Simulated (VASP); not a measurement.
The system is ZrC.

```
Zr C
1.0
     0.00000    2.35643    2.35643
     2.35643    0.00000    2.35643
     2.35643    2.35643    0.00000
Zr C
1 1
Direct
  0.00000 0.00000 0.00000
  0.50000 0.50000 0.50000
```

The cell is a database's computed one.

```yaml
Program: VASP 6.6.1
Task: relaxation of cell and atoms
Functional: PBE
Dispersion: D3(BJ)
Potentials_or_basis: VASP PAW PBE potentials, release 64 (Zr_sv, C)
Cutoff: 600 eV
k_mesh: 20 × 20 × 20
Occupations: gaussian, width 0.1 eV
Spin: no spin polarisation
```

At the start: pressure -5.5 GPa; volume 13.08 Å³/atom.

Question: How do energy, volume and symmetry change on relaxing?

Answer: Over 3 steps the energy falls by 5.6 meV/atom and the volume is 12.77 Å³/atom (-2.4 %); space group Fm-3m (No. 225, to 0.05 Å).

Step by step:
```csv
step,energy change (eV),largest force (eV/Å),pressure (GPa),volume (Å³)
1,0.0000,0.0000,-5.47,26.17
2,0.0202,0.0000,10.25,24.51
3,-0.0112,0.0000,-0.05,25.54
```

Final structure:
```yaml
crystal:
  lattice:
    - [0.00000, 2.33725, 2.33725]
    - [2.33725, 0.00000, 2.33725]
    - [2.33725, 2.33725, 0.00000]
  atoms:
    - { symbol: Zr, position: [0.00000, 0.00000, 0.00000] }
    - { symbol: C, position: [0.50000, 0.50000, 0.50000] }
```

Caveat: pairwise dispersion overbinds metals, which lowers pressure and volume.
